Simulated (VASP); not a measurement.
The system is Mg2TiN2.

```
Mg Ti N
1.0
     3.55000    0.00000    0.00000
    -1.77500    3.07439    0.00000
     0.00000    0.00000    6.00000
Mg Ti N
2 1 2
Direct
  0.66667 0.33333 0.38000
  0.33333 0.66667 0.62000
  0.00000 0.00000 0.00000
  0.33333 0.66667 0.24000
  0.66667 0.33333 0.76000
```

The cell was built by a generator and needn't be a form met in nature.

| Quantity | Value |
| --- | --- |
| Program | VASP 6.6.1 |
| Task | relaxation of cell and atoms |
| Functional | PBE |
| Potentials or basis | VASP PAW PBE potentials, release 64 (Mg, Ti_sv, N) |
| Cutoff | 520 eV |
| k mesh | 5 × 5 × 3 |
| Occupations | gaussian, width 0.15 eV |
| Spin | no spin polarisation |

At the start: pressure -15.2 GPa; volume 13.10 Å³/atom.

Problem. How do energy, volume and symmetry change on relaxing?

Solution. Over 23 steps the energy falls by 710.6 meV/atom and the volume is 12.15 Å³/atom (-7.2 %); space group P-3m1 (No. 164, to 0.05 Å).

Step by step:
| step | energy change (eV) | largest force (eV/Å) | pressure (GPa) | volume (Å³) |
| --- | --- | --- | --- | --- |
| 1 | 0.0000 | 2.8212 | -15.20 | 65.48 |
| 2 | -1.0051 | 1.1079 | 5.87 | 54.40 |
| 3 | -1.0064 | 1.1760 | 5.51 | 54.66 |
| 4 | -1.1368 | 0.2491 | 2.00 | 56.31 |
| 5 | -1.1411 | 0.3004 | 0.70 | 56.81 |
| 6 | -1.1414 | 0.2956 | 1.36 | 56.69 |
| 7 | -1.1569 | 0.2289 | -0.72 | 57.52 |
| 8 | -1.1620 | 0.2167 | -2.20 | 58.19 |
| 9 | -1.1730 | 0.2513 | -2.03 | 58.22 |
| 10 | -1.2139 | 0.4066 | -1.87 | 58.28 |
| 11 | -1.3340 | 0.8160 | -1.05 | 58.36 |
| 12 | -1.8030 | 1.8128 | 0.12 | 58.34 |
| 13 | -3.0993 | 1.6405 | 1.63 | 57.61 |
| 14 | 0.8988 | 4.8780 | 42.61 | 53.72 |
| 15 | -3.2956 | 1.3802 | 4.14 | 57.26 |
| 16 | -3.2972 | 1.3608 | 3.82 | 57.32 |
| 17 | -3.4800 | 0.6209 | -0.36 | 60.01 |
| 18 | -3.4576 | 0.3889 | -4.96 | 62.75 |
| 19 | -3.4941 | 0.3302 | -3.30 | 61.18 |
| 20 | -3.5343 | 0.3866 | 2.82 | 59.84 |
| 21 | -3.5401 | 0.2025 | 1.38 | 60.19 |
| 22 | -3.5504 | 0.0758 | -0.48 | 60.98 |
| 23 | -3.5529 | 0.0332 | -0.25 | 60.74 |

Final structure:
```
Mg Ti N
1.0
     3.05314    0.00000    0.00000
    -1.52657    2.64410    0.00000
     0.00000    0.00000    7.52403
Mg Ti N
2 1 2
Direct
  0.66667 0.33333 0.31795
  0.33333 0.66667 0.68205
  0.00000 0.00000 0.00000
  0.33333 0.66667 0.16000
  0.66667 0.33333 0.84000
```

Caveat: the k mesh is coarse (spacing up to 0.41 Å⁻¹), so the values aren't converged; the relaxation stopped at a loose force limit of 0.08 eV/Å, so its end isn't a converged minimum.
